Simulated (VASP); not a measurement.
OSZICAR of a VASP run on Sr12Ti12FO35:

### OSZICAR
```
       N       E                     dE             d eps       ncg     rms          rms(c)
DAV:   1     0.574163532009E+04    0.57416E+04   -0.16537E+05   464   0.145E+03
DAV:   2     0.975973632829E+03   -0.47657E+04   -0.44381E+04   544   0.438E+02
DAV:   3    -0.424735815455E+03   -0.14007E+04   -0.13291E+04   560   0.222E+02
DAV:   4    -0.591586529914E+03   -0.16685E+03   -0.16590E+03   624   0.786E+01
DAV:   5    -0.598221635165E+03   -0.66351E+01   -0.66218E+01   760   0.180E+01    0.124E+02
RMM:   6    -0.470985087435E+03    0.12724E+03   -0.58624E+02   485   0.473E+01    0.388E+01
RMM:   7    -0.475602880489E+03   -0.46178E+01   -0.88076E+01   510   0.237E+01    0.441E+01
RMM:   8    -0.477744450304E+03   -0.21416E+01   -0.43222E+01   638   0.976E+00    0.209E+01
RMM:   9    -0.481305624185E+03   -0.35612E+01   -0.43748E+01   514   0.139E+01    0.179E+01
RMM:  10    -0.476420782485E+03    0.48848E+01   -0.18671E+01   504   0.987E+00    0.294E+00
RMM:  11    -0.476537043917E+03   -0.11626E+00   -0.23761E+00   676   0.284E+00    0.281E+00
RMM:  12    -0.476485131656E+03    0.51912E-01   -0.46192E-01   815   0.111E+00    0.234E+00
RMM:  13    -0.476489714472E+03   -0.45828E-02   -0.58375E-01   737   0.139E+00    0.144E+00
RMM:  14    -0.476489396762E+03    0.31771E-03   -0.12008E-01   831   0.648E-01    0.105E+00
RMM:  15    -0.476493029058E+03   -0.36323E-02   -0.98851E-02   824   0.451E-01    0.509E-01
RMM:  16    -0.476494721636E+03   -0.16926E-02   -0.34158E-02   848   0.357E-01    0.351E-01
RMM:  17    -0.476496974078E+03   -0.22524E-02   -0.32181E-02   845   0.307E-01    0.123E-01
RMM:  18    -0.476498552713E+03   -0.15786E-02   -0.15794E-02   829   0.258E-01    0.150E-01
RMM:  19    -0.476499493309E+03   -0.94060E-03   -0.13077E-02   819   0.222E-01    0.478E-02
RMM:  20    -0.476500419139E+03   -0.92583E-03   -0.99337E-03   815   0.189E-01    0.721E-02
RMM:  21    -0.476500992246E+03   -0.57311E-03   -0.62876E-03   803   0.161E-01    0.550E-02
RMM:  22    -0.476501448560E+03   -0.45631E-03   -0.51850E-03   803   0.142E-01    0.500E-02
RMM:  23    -0.476501800812E+03   -0.35225E-03   -0.39824E-03   775   0.126E-01    0.400E-02
RMM:  24    -0.476502096603E+03   -0.29579E-03   -0.33646E-03   789   0.114E-01    0.366E-02
RMM:  25    -0.476502337025E+03   -0.24042E-03   -0.27516E-03   741   0.102E-01    0.225E-02
RMM:  26    -0.476502544327E+03   -0.20730E-03   -0.23897E-03   728   0.943E-02    0.802E-03
RMM:  27    -0.476502719935E+03   -0.17561E-03   -0.19880E-03   684   0.851E-02    0.327E-03
RMM:  28    -0.476502872446E+03   -0.15251E-03   -0.17338E-03   645   0.781E-02    0.322E-03
RMM:  29    -0.476503003640E+03   -0.13119E-03   -0.14902E-03   608   0.725E-02    0.413E-03
RMM:  30    -0.476503117541E+03   -0.11390E-03   -0.13093E-03   596   0.675E-02    0.724E-03
RMM:  31    -0.476503216577E+03   -0.99035E-04   -0.11367E-03   546   0.628E-02    0.902E-03
RMM:  32    -0.476503303533E+03   -0.86956E-04   -0.99729E-04   546   0.590E-02    0.105E-02
RMM:  33    -0.476503379821E+03   -0.76288E-04   -0.87363E-04   516   0.549E-02    0.112E-02
RMM:  34    -0.476503446584E+03   -0.66763E-04   -0.76600E-04   527   0.513E-02    0.119E-02
RMM:  35    -0.476503505031E+03   -0.58447E-04   -0.67067E-04   503   0.477E-02    0.129E-02
RMM:  36    -0.476503556189E+03   -0.51159E-04   -0.58797E-04   510   0.446E-02    0.138E-02
RMM:  37    -0.476503601165E+03   -0.44975E-04   -0.51661E-04   494   0.415E-02    0.143E-02
RMM:  38    -0.476503640550E+03   -0.39385E-04   -0.45324E-04   499   0.387E-02    0.147E-02
RMM:  39    -0.476503675041E+03   -0.34491E-04   -0.39787E-04   484   0.360E-02    0.152E-02
RMM:  40    -0.476503705461E+03   -0.30420E-04   -0.34974E-04   492   0.337E-02    0.144E-02
RMM:  41    -0.476503732124E+03   -0.26663E-04   -0.30815E-04   467   0.313E-02    0.143E-02
RMM:  42    -0.476503755392E+03   -0.23268E-04   -0.26952E-04   449   0.292E-02    0.149E-02
RMM:  43    -0.476503776266E+03   -0.20873E-04   -0.24035E-04   441   0.274E-02    0.149E-02
RMM:  44    -0.476503794416E+03   -0.18151E-04   -0.21011E-04   408   0.255E-02    0.154E-02
RMM:  45    -0.476503810541E+03   -0.16124E-04   -0.18650E-04   397   0.239E-02    0.157E-02
RMM:  46    -0.476503824675E+03   -0.14134E-04   -0.16386E-04   386   0.223E-02    0.160E-02
RMM:  47    -0.476503837236E+03   -0.12561E-04   -0.14534E-04   378   0.209E-02    0.163E-02
RMM:  48    -0.476503848310E+03   -0.11074E-04   -0.12856E-04   375   0.196E-02    0.166E-02
RMM:  49    -0.476503858032E+03   -0.97223E-05   -0.11295E-04   369   0.184E-02    0.169E-02
RMM:  50    -0.476503866614E+03   -0.85814E-05   -0.99769E-05   361   0.172E-02
   1 F= -.47650387E+03 E0= -.47650387E+03  d E =-.476504E+03
       N       E                     dE             d eps       ncg     rms          rms(c)
DAV:   1    -0.476504038811E+03   -0.18078E-03   -0.42700E-01   504   0.152E+00    0.250E-01
RMM:   2    -0.476504801137E+03   -0.76233E-03   -0.15505E-02   467   0.342E-01    0.337E-01
RMM:   3    -0.476505067550E+03   -0.26641E-03   -0.40616E-03   548   0.147E-01    0.212E-01
RMM:   4    -0.476504914445E+03    0.15310E-03   -0.94932E-04   582   0.651E-02    0.158E-01
RMM:   5    -0.476504862110E+03    0.52335E-04   -0.52675E-04   615   0.456E-02    0.734E-02
RMM:   6    -0.476504862722E+03   -0.61214E-06   -0.18819E-04   686   0.241E-02    0.585E-02
RMM:   7    -0.476504855101E+03    0.76216E-05   -0.74428E-05   567   0.161E-02
   2 F= -.47650486E+03 E0= -.47650486E+03  d E =-.988487E-03
       N       E                     dE             d eps       ncg     rms          rms(c)
DAV:   1    -0.476504941963E+03   -0.79241E-04   -0.21373E-02   512   0.338E-01    0.488E-02
RMM:   2    -0.476504966814E+03   -0.24851E-04   -0.63064E-04   464   0.734E-02    0.672E-02
RMM:   3    -0.476504973620E+03   -0.68054E-05   -0.15226E-04   464   0.310E-02    0.389E-02
RMM:   4    -0.476504966712E+03    0.69079E-05   -0.40298E-05   372   0.141E-02
   3 F= -.47650497E+03 E0= -.47650497E+03  d E =-.110010E-02
       N       E                     dE             d eps       ncg     rms          rms(c)
DAV:   1    -0.476505043081E+03   -0.69462E-04   -0.35550E-01   504   0.140E+00    0.184E-01
RMM:   2    -0.476505641500E+03   -0.59842E-03   -0.84890E-03   464   0.259E-01    0.166E-01
RMM:   3    -0.476505813129E+03   -0.17163E-03   -0.21381E-03   557   0.113E-01    0.938E-02
RMM:   4    -0.476505803922E+03    0.92073E-05   -0.44498E-04   623   0.504E-02    0.647E-02
RMM:   5    -0.476505796335E+03    0.75870E-05   -0.16062E-04   599   0.302E-02    0.154E-02
RMM:   6    -0.476505802535E+03   -0.61997E-05   -0.78293E-05   465   0.164E-02
   4 F= -.47650580E+03 E0= -.47650580E+03  d E =-.835823E-03
       N       E                     dE             d eps       ncg     rms          rms(c)
DAV:   1    -0.476505772949E+03    0.23386E-04   -0.26825E-02   544   0.385E-01    0.511E-02
RMM:   2    -0.476505828417E+03   -0.55468E-04   -0.73783E-04   502   0.721E-02    0.469E-02
RMM:   3    -0.476505842352E+03   -0.13934E-04   -0.17507E-04   617   0.298E-02    0.274E-02
RMM:   4    -0.476505842855E+03   -0.50326E-06   -0.50446E-05   395   0.150E-02
   5 F= -.47650584E+03 E0= -.47650584E+03  d E =-.876143E-03
       N       E                     dE             d eps       ncg     rms          rms(c)
DAV:   1    -0.476505911668E+03   -0.69316E-04   -0.30514E-01   496   0.129E+00    0.154E-01
RMM:   2    -0.476506461572E+03   -0.54990E-03   -0.70927E-03   464   0.233E-01    0.162E-01
RMM:   3    -0.476506615625E+03   -0.15405E-03   -0.17886E-03   597   0.102E-01    0.942E-02
RMM:   4    -0.476506610756E+03    0.48689E-05   -0.35505E-04   655   0.429E-02    0.676E-02
RMM:   5    -0.476506607941E+03    0.28153E-05   -0.15217E-04   624   0.273E-02    0.192E-02
RMM:   6    -0.476506613497E+03   -0.55561E-05   -0.71552E-05   444   0.153E-02
   6 F= -.47650661E+03 E0= -.47650661E+03  d E =-.770642E-03
```

Task: Which electronic solver shows in the log?

Result: It is blocked Davidson (ALGO = Normal, or the opening steps of other solvers) and then RMM-DIIS (ALGO = Fast or VeryFast). The INCAR had ALGO = Fast.

Task: Can the final energy be trusted as converged?

Result: The calculation finished and met its thresholds. It stopped with EDIFF = 1E-5, NELM = 100, NSW = 120 and EDIFFG = -0.03 after 6 ionic steps (PBE GGA, plane waves, VASP's PBE PAW potentials (set 64)).  The cell is charged, with a uniform compensating background. The supercell is sampled at Γ alone, which is coarse: total energies, pressure and levels can be off, energies of defects by several tenths of an eV.

The cell is a supercell with a defect, built from SrTiO3 (cubic perovskite, the ideal cubic form; the compound distorts at low or room temperature): F_O, charge +1. The run is not spin-polarised, so no state with unpaired spins was tried.
